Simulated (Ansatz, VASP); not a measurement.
## Cross-check of SiO2 (Cristobalite) between VASP and Ansatz

Aim: how closely do two programs agree when they are given the same cell, functional and k mesh? The structure shown is the start of the Ansatz relaxation below; VASP solves that cell, so the two are compared at the walk's first step.

Program: Ansatz 0.2.0. Level of theory: plane waves, with VASP 6.6.1 beside it; single point at LDA. Results are calculated unless marked as measured.

## Step 1: The starting structure

The structure is tetragonal, space group P4_12_12 (No. 92). Conventional cell: a = 4.910 Å, b = 4.910 Å, c = 6.822 Å, α = 90.00°, β = 90.00°, γ = 90.00°. Nearest to O lie 2 Si at 1.60 Å. Nearest to Si lie 4 O at 1.60 Å. Farther neighbours and most contacts between anions are not listed.

Coordinates:

```cif
data_structure
_symmetry_space_group_name_H-M 'P4_12_12'
_symmetry_Int_Tables_number 92
_cell_length_a 4.9102
_cell_length_b 4.9102
_cell_length_c 6.8224
_cell_angle_alpha 90.000
_cell_angle_beta 90.000
_cell_angle_gamma 90.000
_cell_volume 164.49
loop_
_atom_site_label
_atom_site_type_symbol
_atom_site_symmetry_multiplicity
_atom_site_Wyckoff_symbol
_atom_site_fract_x
_atom_site_fract_y
_atom_site_fract_z
_atom_site_occupancy
O1 O 8 b 0.23722 0.11371 0.18353 1
Si1 Si 4 a 0.30455 0.30455 0.00000 1
```

## Step 2: Ansatz: relaxation, LDA

Ansatz runs on its PAW soft_1 files.

The two programs are compared at the cell with which this relaxation starts, whose forces are those of its first step.

File input.yaml:

```yaml
crystal:
  lattice:
    - [4.9101960752, 0.0, 0.0]
    - [0.0, 4.9101960752, 0.0]
    - [0.0, 0.0, 6.8224351827]
  atoms:
    - { symbol: O, position: [0.2372244518, 0.1137106022, 0.1835256194] }
    - { symbol: O, position: [0.3862893978, 0.7372244518, 0.4335256194] }
    - { symbol: O, position: [0.7627755482, 0.8862893978, 0.6835256194] }
    - { symbol: O, position: [0.6137106022, 0.2627755482, 0.9335256194] }
    - { symbol: O, position: [0.7372244518, 0.3862893978, 0.5664743806] }
    - { symbol: O, position: [0.8862893978, 0.7627755482, 0.3164743806] }
    - { symbol: O, position: [0.2627755482, 0.6137106022, 0.0664743806] }
    - { symbol: O, position: [0.1137106022, 0.2372244518, 0.8164743806] }
    - { symbol: Si, position: [0.3045514045, 0.3045514045, 0.0] }
    - { symbol: Si, position: [0.1954485955, 0.8045514045, 0.25] }
    - { symbol: Si, position: [0.6954485955, 0.6954485955, 0.5] }
    - { symbol: Si, position: [0.8045514045, 0.1954485955, 0.75] }
kpoints:
  mp_grid: { grid: [4, 4, 4] }
hamiltonian:
  xc: lda
  pseudopotentials: { kind: paw, azcp: { folder: soft_1 }, xc_functional: pbe }
scf:
  occupations: { method: fixed }
output:
  forces: true
  stress: true
  eigenvalues: true
relax:
  adjacent_minimum: "off"
  f_tol: 0.001
  max_steps: 60
  cell: { stress_tol: 0.01, fix: [volume] }
```

Launch:

```console
ansatz run input.yaml --threads 8 --pin off --max-ram 20480MiB --backend cpu --events-out ev --progress --plain --runs-dir out
```

Numbers of over 12 decimals in the logs are rounded to 6 here.

Output:

```text
Engine: ansatz 0.2.0, aarch64-unknown-linux-gnu
Pseudopotentials: kind: paw
Pseudopotential: O, paw, valence charge 6, recommended cutoff 420 eV (normal), soft_1/O.paw.azcp
Pseudopotential: Si, paw, valence charge 4, recommended cutoff 420 eV (normal), soft_1/Si.paw.azcp
Functional definition: SPW92
  exchange = slater_x
  correlation = pw_c
Crystal: 12 atoms, lattice volume = 164.489 Å³
Basis set: ecut = 420 eV, 3235 PW (Γ)
Bands: 44, of which v1, the nominal top of the filled ones, is band 32 counted from 1 (31 counted from 0)
Symmetry: 8 space group operations
Space group: P41212 (ITA 92), of the structure as read, at distance tolerance 5.5e-5 Å
k-points: 18 of 64
Non-local potential: O, projectors of the file, l = 0: 2, l = 1: 2, l = 2: 1
Non-local potential: Si, projectors of the file, l = 0: 2, l = 1: 2, l = 2: 1
PAW form: soft (Blöchl's): semilocal exchange-correlation on the pseudo side does not see the compensation charge
PAW frozen core: O, regenerated for the run's functional, and the local potential with it (the file was generated under x = pbe(κ = 0.804, μ = 0.219515), c = pbe(β = 0.066725))
PAW frozen core: Si, regenerated for the run's functional, and the local potential with it (the file was generated under x = pbe(κ = 0.804, μ = 0.219515), c = pbe(β = 0.066725))
PAW one-centre angular grid: O, 110 points (default); XC on 64 Gauss nodes
PAW one-centre angular grid: Si, 110 points (default); XC on 64 Gauss nodes
Initial density: superposition of atomic densities (chi_scale 0.1, normalization cell, long waves kept (reshape's long-wave potential 0.00 eV rms))
Initial wavefunctions: pseudopotential atomic-orbital guess
Functional: x = slater, c = lda
SCF iter   1: F=—  HF=-6897.583577 eV  |F-HF|=—  |Δ(HF+E_count)|=         —  Δρ=1.24e-1  dr2=2.24e1  ethr=3.10e-3  ⟨swp⟩=4.7  Hψ=3245  notcnv=0  defer=158
preconditioner: auto → Resta (q_TF=auto, 2.331 Å⁻¹)  ε∞=2.6  [insulator: Δε(μ)=7.366 eV  Ē_g=18.126 eV  n_scr=36 (ndim 8)  ℏωp=23.2 eV  f_vac=0.085  ε∞_Penn≈2.6]
SCF iter   2: F=—  HF=-6891.123360 eV  |F-HF|=—  |Δ(HF+E_count)|=    6.46e0  Δρ=4.17e-2  dr2=1.21e0  ethr=3.10e-3  ⟨swp⟩=4.2  Hψ=2129  notcnv=0  defer=163
SCF iter   3: F=—  HF=-6890.838959 eV  |F-HF|=—  |Δ(HF+E_count)|=   2.84e-1  Δρ=1.98e-2  dr2=3.77e-1  ethr=1.89e-3  ⟨swp⟩=2.0  Hψ=728  notcnv=0  defer=176
SCF iter   4: F=—  HF=-6890.749082 eV  |F-HF|=—  |Δ(HF+E_count)|=   8.99e-2  Δρ=1.50e-3  dr2=2.92e-3  ethr=5.88e-4  ⟨swp⟩=3.4  Hψ=1315  notcnv=0  defer=177
SCF iter   5: F=—  HF=-6890.751012 eV  |F-HF|=—  |Δ(HF+E_count)|=   1.93e-3  Δρ=2.69e-4  dr2=1.32e-4  ethr=4.56e-6  ⟨swp⟩=3.0  Hψ=1361  notcnv=0  defer=177
SCF iter   6: F=—  HF=-6890.751039 eV  |F-HF|=—  |Δ(HF+E_count)|=   2.75e-5  Δρ=5.33e-5  dr2=5.50e-6  ethr=2.07e-7  ⟨swp⟩=3.0  Hψ=1415  notcnv=0  defer=174
SCF iter   7: F=—  HF=-6890.751047 eV  |F-HF|=—  |Δ(HF+E_count)|=   7.90e-6  Δρ=8.25e-6  dr2=1.24e-7  ethr=8.60e-9  ⟨swp⟩=2.7  Hψ=1302  notcnv=0  defer=170
SCF iter   8: F=-6890.751047 eV  HF=-6890.751047 eV  |F-HF|=2.86e-9  |Δ(HF+E_count)|=   1.24e-7  Δρ=1.91e-6  dr2=4.26e-9  ethr=1.56e-10  ⟨swp⟩=15.8  Hψ=5075  notcnv=0
SCF 1 converged in 8 iterations: F = -6890.751047 eV  dr2 = 4.26e-9
  greatest PAW one-centre occupation: 0.857 electrons in one spin orbital (limit 2), on the O atom at site 0 (counted from 0), in its partial waves of l = 0
relax step   1: F+E_penalty+E_count = -6890.75104712 eV  Δ(F+E_penalty+E_count) = +0.000e0 eV  max|allowed force component| = 1.861e-1 eV/Å  Δτ_max = 0.0000 Å  P = +3.729 GPa  Ω = 164.489 Å³  fix = [volume]  reactions: volume +3.729 GPa  (8 SCF iters, dr2 threshold 1.00e-7 eV, accepted)
[...]
relax step   8: F+E_penalty+E_count = -6890.78690214 eV  Δ(F+E_penalty+E_count) = -6.790e-7 eV  max|allowed force component| = 2.833e-4 eV/Å  Δτ_max = 0.0002 Å  P = +0.227 GPa  Ω = 164.489 Å³  energy of the carried Pulay correction = -1.088e-6 eV  fix = [volume]  reactions: volume +0.227 GPa  (5 SCF iters, dr2 threshold 3.44e-10 eV, accepted)
[...]
relax step   9: F+E_penalty+E_count = -6890.78692040 eV  Δ(F+E_penalty+E_count) = -1.826e-5 eV  max|allowed force component| = 2.717e-4 eV/Å  Δτ_max = 0.0000 Å  P = +0.227 GPa  Ω = 164.489 Å³  fix = [volume]  reactions: volume +0.227 GPa  stress off target by 5.13e-4 GPa on what of the cell is left free  SCF on the basis re-selected at this cell (its energy is not comparable with the rows above)  (5 SCF iters)
basis re-selected at this cell: Δ(F+E_penalty+E_count) = -1.826e-5 eV, ΔP = +0.000 GPa vs the last step (what re-selecting the basis moved, of the pressure what is left beyond the Pulay correction that the steps carried, after the strain that the cell walked since its last selection, with what the two solves' SCF thresholds leave and, on support functions, any second-order correction that the steps lacked; it is no m [...]
SCF converged after 5 iterations
Free energy (F): -6890.786920 eV
Harris-Foulkes:  -6890.786920 eV  (|F-HF|=1.82e-12)
Internal energy: -6890.786920 eV  (E = F + TS)
E sigma→0 (E₀):  -6890.786920 eV
Fermi energy:    1.398138 eV
--- Per-component energies (eV) ---
  E_band       = -349.967750
  E_kinetic    = 1548.336643
  E_local      = -4304.797571  (includes V_loc(G=0)·N_el)
  E_nonlocal   = 529.582568
  E_hartree    = 1587.681010
  E_xc         = -790.724369
  E_vxc        = -921.234413  (∫ρ·V_xc dr)
  E_paw        = -3165.021561  (= ΣΔE_a)
  E_vpaw       = -377.223787  (= ΣTr[D̂ρ^β])
  E_aug_tail   = 0.006813  (compensation charges beyond the density's cutoff)
  E_ewald      = -2296.963149
  E_core_change = 1.112695  (= ΣΔE_core)
  E_smearing   = -0.000000  (= −TS)
  E_closure    = 0.000000  (closes the sum)
  Σ components = -6890.786920   (vs F -6890.786920, Δ=0.00e0)
--- Forces (eV/Å), atoms counted from 1 ---
  atom   1  O      0.00008189    -0.00012233    -0.00027168
  atom   2  O      0.00012233     0.00008189    -0.00027168
  atom   3  O     -0.00008189     0.00012233    -0.00027168
  atom   4  O     -0.00012233    -0.00008189    -0.00027168
  atom   5  O      0.00008189     0.00012233     0.00027168
  atom   6  O      0.00012233    -0.00008189     0.00027168
  atom   7  O     -0.00008189    -0.00012233     0.00027168
  atom   8  O     -0.00012233     0.00008189     0.00027168
  atom   9  Si     0.00017326     0.00017326     0.00000000
  atom  10  Si    -0.00017326     0.00017326    -0.00000000
  atom  11  Si    -0.00017326    -0.00017326     0.00000000
  atom  12  Si     0.00017326    -0.00017326    -0.00000000
  max |Σ_I F_I| component: 6.94e-18 eV/Å
--- Stress (GPa, compression-positive) ---
        0.226555       0.000000       0.000000
        0.000000       0.226555      -0.000000
        0.000000      -0.000000       0.227324
  P = ⅓ Tr σ = 0.2268 GPa (2.268 kbar)
--- Band table (eV; the first three rows and the last of 18) ---
  k-point 0: bands = [... 28 lower, 0.6972, 1.0455, 1.0455, 1.3981, 6.9858, 10.0453, 10.0453, 10.6628, ... 8 higher]
  k-point 1: bands = [... 28 lower, 0.7346, 0.8223, 1.0343, 1.2843, 7.3560, 9.4100, 10.2398, 10.6680, ... 8 higher]
  k-point 2: bands = [... 28 lower, 0.8165, 0.8165, 1.0102, 1.0102, 8.2920, 8.2920, 10.5658, 10.5658, ... 8 higher]
  k-point 17: bands = [... 28 lower, 0.8177, 0.8177, 0.8177, 0.8177, 10.4716, 10.4716, 10.4716, 10.4716, ... 8 higher]
--- Relaxed structure (7 steps of the walk, 6 accepted, 2 SCFs on fresh bases) ---
  F+E_penalty+E_count = -6890.78692040 eV   max|allowed force component| = 2.717e-4 eV/Å   (the final SCF, on the basis selected at the relaxed cell)
  cell:  # Å, volume = 164.4891 Å³
    - [4.914204, 0.0, 0.0]
    - [0.0, 4.914204, 0]
    - [0.0, 0, 6.811311]
  atoms:
    - { symbol: O, position: [0.235866, 0.120074, 0.186602] }
    - { symbol: O, position: [0.379926, 0.735866, 0.436602] }
    - { symbol: O, position: [0.764134, 0.879926, 0.686602] }
    - { symbol: O, position: [0.620074, 0.264134, 0.936602] }
    - { symbol: O, position: [0.735866, 0.379926, 0.563398] }
    - { symbol: O, position: [0.879926, 0.764134, 0.313398] }
    - { symbol: O, position: [0.264134, 0.620074, 0.063398] }
    - { symbol: O, position: [0.120074, 0.235866, 0.813398] }
    - { symbol: Si, position: [0.307795, 0.307795, 0] }
    - { symbol: Si, position: [0.192205, 0.807795, 0.250000] }
    - { symbol: Si, position: [0.692205, 0.692205, 0.500000] }
    - { symbol: Si, position: [0.807795, 0.192205, 0.75] }
```

In the SCF lines HF is the Harris–Foulkes energy and dr2 the Hartree energy of the density residual, in eV; the loop may stop once dr2 is under the threshold and the program's other checks hold. Hψ counts applications of the Hamiltonian.

## Step 3: VASP: single point, LDA, start cell, pair 1

The same cell, functional (in two slightly different forms) and mesh now go to VASP, with its own data sets.

Lines of VASP's logs that name or quote its potential files are left out, and so is its time.

File INCAR:

```
SYSTEM = SiO2
PREC = Accurate
ENCUT = 520
EDIFF = 1E-06
NELM = 120
ISMEAR = 0
SIGMA = 0.01
LREAL = .FALSE.
ALGO = Normal
GGA = CA
NBANDS = 44
LORBIT = 11
LWAVE = .FALSE.
LCHARG = .FALSE.
ISIF = 2
LASPH = .TRUE.
GGA_COMPAT = .FALSE.
EFERMI = MIDGAP
KPAR = 2
```

File POSCAR:

```
SiO2
1.0
    4.9101960000      0.0000000000      0.0000000000
    0.0000000000      4.9101960000      0.0000000000
    0.0000000000      0.0000000000      6.8224350000
O Si
8 4
Direct
    0.2372245426      0.1137105321      0.1835256767
    0.3862894679      0.7372245426      0.4335255668
    0.7627756611      0.8862894679      0.6835256034
    0.6137105321      0.2627754574      0.9335256400
    0.7372245426      0.3862894679      0.5664744332
    0.8862894679      0.7627756611      0.3164743966
    0.2627754574      0.6137105321      0.0664743600
    0.1137105321      0.2372245426      0.8164744699
    0.3045513865      0.3045513865      0.0000000000
    0.1954486135      0.8045513865      0.2500000366
    0.6954486135      0.6954486135      0.5000000733
    0.8045513865      0.1954486135      0.7499999634
```

File KPOINTS:

```
Automatic mesh
0
Gamma
4 4 4
0 0 0
```

PAW data sets: O and Si (LDA family, release 64).

Launch:

```console
mpirun -np 2 vasp_std
```

Output:

```text
[banner, memory and clock lines left out]
running    2 mpi-ranks, on    1 nodes
 distrk:  each k-point on    1 cores,    2 groups
 distr:  one band on    1 cores,    1 groups

 POSCAR found type information on POSCAR O Si
 POSCAR found :  2 types and      12 ions
 LDA part: xc-table for (Slater(with rela. corr.)+CA(PZ))
 , standard interpolation
 POSCAR, INCAR and KPOINTS ok, starting setup
 FFT: planning ... GRIDC
 FFT: planning ... GRID_SOFT
 FFT: planning ... GRID
 WAVECAR not read
 entering main loop
       N       E                     dE             d eps       ncg     rms          rms(c)
DAV:   1     0.387045751249E+03    0.38705E+03   -0.33318E+04  1584   0.134E+03
DAV:   2    -0.885907034935E+02   -0.47564E+03   -0.46186E+03  2028   0.311E+02
DAV:   3    -0.117123775597E+03   -0.28533E+02   -0.28406E+02  1968   0.812E+01
DAV:   4    -0.117485284316E+03   -0.36151E+00   -0.36090E+00  1976   0.101E+01
DAV:   5    -0.117491567060E+03   -0.62827E-02   -0.62783E-02  1960   0.131E+00    0.310E+01
DAV:   6    -0.104070797208E+03    0.13421E+02   -0.50974E+01  1840   0.328E+01    0.154E+01
DAV:   7    -0.103834958748E+03    0.23584E+00   -0.15037E+00  1892   0.511E+00    0.534E+00
DAV:   8    -0.103712174822E+03    0.12278E+00   -0.86594E-02  1940   0.172E+00    0.203E+00
DAV:   9    -0.103692118917E+03    0.20056E-01   -0.30487E-02  1996   0.102E+00    0.298E-01
DAV:  10    -0.103693036657E+03   -0.91774E-03   -0.31222E-03  1880   0.276E-01    0.108E-01
DAV:  11    -0.103692993443E+03    0.43215E-04   -0.73000E-04  1904   0.142E-01    0.212E-02
DAV:  12    -0.103692996283E+03   -0.28402E-05   -0.19217E-05  1856   0.212E-02    0.827E-03
DAV:  13    -0.103692997315E+03   -0.10323E-05   -0.57849E-06  1704   0.112E-02    0.411E-03
DAV:  14    -0.103692997499E+03   -0.18379E-06   -0.30445E-07  1244   0.304E-03
   1 F= -.10369300E+03 E0= -.10369300E+03  d E =0.000000E+00
```

OUTCAR, selected parts (step 3):

```text
ion  position               nearest neighbor table
   1  0.237  0.114  0.184-  10 1.60   9 1.60
   2  0.386  0.737  0.434-  11 1.60  10 1.60
   3  0.763  0.886  0.684-  12 1.60  11 1.60
   4  0.614  0.263  0.934-   9 1.60  12 1.60
   5  0.737  0.386  0.566-  11 1.60  12 1.60
   6  0.886  0.763  0.316-  10 1.60  11 1.60
   7  0.263  0.614  0.066-   9 1.60  10 1.60
   8  0.114  0.237  0.816-  12 1.60   9 1.60
   9  0.305  0.305  0.000-   4 1.60   7 1.60   8 1.60   1 1.60  10 3.04  12 3.04  10 3.04  12 3.04

  LATTYP: Found a simple tetragonal cell.
 ALAT       =     4.9101960000
 C/A-ratio  =     1.3894424988

 Subroutine GETGRP returns: Found  8 space group operations
 (whereof  2 operations were pure point group operations)

The static configuration has the point symmetry C_2 .
 The point group associated with its full space group is D_4 .

 Found     18 irreducible k-points:

   k-points           NKPTS =     18   k-points in BZ     NKDIM =     18   number of bands    NBANDS=     44

   dimension x,y,z NGX =    40 NGY =   40 NGZ =   54
   dimension x,y,z NGXF=    80 NGYF=   80 NGZF=  108

   ENCUT  =  520.0 eV  38.22 Ry    6.18 a.u.   9.13  9.13 12.69*2*pi/ulx,y,z

   NELECT =      64.0000    total number of electrons

 k-points in reciprocal lattice and weights: Automatic mesh
   0.00000000  0.00000000  0.00000000       0.016
   0.25000000  0.00000000  0.00000000       0.062
   0.50000000  0.00000000  0.00000000       0.031
   0.25000000  0.25000000  0.00000000       0.062
   0.50000000  0.25000000  0.00000000       0.062
   0.50000000  0.50000000  0.00000000       0.016
   0.00000000  0.00000000  0.25000000       0.031
   0.25000000  0.00000000  0.25000000       0.125
   0.50000000  0.00000000  0.25000000       0.062
[...]
0.50000000  0.25000000  0.50000000       0.062
   0.50000000  0.50000000  0.50000000       0.016

 average (electrostatic) potential at core
       1 -74.3002       2 -74.3002       3 -74.3003       4 -74.3002       5 -74.3003
       6 -74.3002       7 -74.3002       8 -74.3003       9 -88.7674      10 -88.7674
      11 -88.7674      12 -88.7674

 E-fermi :   3.0115

 k-point     1 :       0.0000    0.0000    0.0000
  band No.  band energies     occupation
    ...
     28      -1.1188      2.00000
     29      -0.5152      2.00000
     30      -0.1313      2.00000
     31      -0.1313      2.00000
     32       0.1824      2.00000
     33       5.8407      0.00000
     34       8.8897      0.00000
     35       8.8897      0.00000
     36       9.4642      0.00000
     37       9.4642      0.00000
    ...

 k-point     2 :       0.2500    0.0000    0.0000
  band No.  band energies     occupation
    ...
     28      -0.9418      2.00000
     29      -0.5960      2.00000
     30      -0.3180      2.00000
     31      -0.1941      2.00000
     32      -0.0024      2.00000
     33       6.4828      0.00000
     34       9.0229      0.00000
     35       9.0533      0.00000
     36       9.4906      0.00000
     37       9.4984      0.00000
    ...

 k-point     3 :       0.5000    0.0000    0.0000
  band No.  band energies     occupation
    ...
     28      -0.8453      2.00000
     29      -0.4949      2.00000
     30      -0.4949      2.00000
     31      -0.3266      2.00000
     32      -0.3266      2.00000
     33       7.9239      0.00000
     34       7.9239      0.00000
     35       9.2817      0.00000
     36       9.2817      0.00000
     37       9.9856      0.00000
    ...

  Total        4.3260645      4.3260645      4.2815419      0.0000000      0.0000000      0.0000000
  in kB       42.1372812     42.1372812     41.7036167      0.0000000      0.0000000      0.0000000
  external PRESSURE =      41.9927264 kB  Pullay stress =       0.0000000 kB

  energy-cutoff  :      520.00
  volume of cell :      164.49
      direct lattice vectors                 reciprocal lattice vectors
     4.910196000  0.000000000  0.000000000     0.203657858  0.000000000  0.000000000
     0.000000000  4.910196000  0.000000000     0.000000000  0.203657858  0.000000000
     0.000000000  0.000000000  6.822435000     0.000000000  0.000000000  0.146575233

 POSITION                                       TOTAL-FORCE (eV/Angst)
 -----------------------------------------------------------------------------------
      1.16482      0.55834      1.25209        -0.029611      0.160736      0.196753
      1.89676      3.61992      2.95770        -0.160736     -0.029611      0.196753
      3.74538      4.35186      4.66331         0.029611     -0.160736      0.196753
      3.01344      1.29028      6.36892         0.160736      0.029611      0.196753
      3.61992      1.89676      3.86473        -0.029611     -0.160736     -0.196753
      4.35186      3.74538      2.15913        -0.160736      0.029611     -0.196753
      1.29028      3.01344      0.45352         0.029611      0.160736     -0.196753
      0.55834      1.16482      5.57034         0.160736     -0.029611     -0.196753
      1.49541      1.49541      0.00000         0.033933      0.033933     -0.000000
      0.95969      3.95050      1.70561        -0.033933      0.033933      0.000000
      3.41479      3.41479      3.41122        -0.033933     -0.033933      0.000000
      3.95050      0.95969      5.11683         0.033933     -0.033933      0.000000
 -----------------------------------------------------------------------------------
    total drift:                               -0.002510     -0.000969      0.001239

  FREE ENERGIE OF THE ION-ELECTRON SYSTEM (eV)
  ---------------------------------------------------
  free  energy   TOTEN  =      -103.6929974989 eV

  energy  without entropy=     -103.6929974989  energy(sigma->0) =     -103.69299750

 total charge
# of ion       s       p       d       tot
------------------------------------------
    1        1.542   3.704   0.000   5.246
    2        1.542   3.704   0.000   5.246
    3        1.542   3.704   0.000   5.246
    4        1.542   3.704   0.000   5.246
    5        1.542   3.704   0.000   5.246
    6        1.542   3.704   0.000   5.246
    7        1.542   3.704   0.000   5.246
    8        1.542   3.704   0.000   5.246
    9        0.663   1.056   0.000   1.719
   10        0.663   1.056   0.000   1.719
   11        0.663   1.056   0.000   1.719
   12        0.663   1.056   0.000   1.719
--------------------------------------------------
tot         14.987  33.855   0.000  48.843

[... 3 further parts left out ...]
```

The run ends at a pressure of 4.20 GPa, with forces up to 0.26 eV/Å.

(Part 1 of 2 ends here.)

[Lines on the potential files, build, host, timing and source positions are cut from VASP's logs without a mark.]

[Logs are printed without paths, hosts, clocks, repeated set-up lines and the standing remarks that a program may print on its own settings, such as how far it seeks lower states.]

[Hosts, paths, dates, database ids (printed as entryN), source tags and the programs' standing remarks are cut or masked in the printed files.]
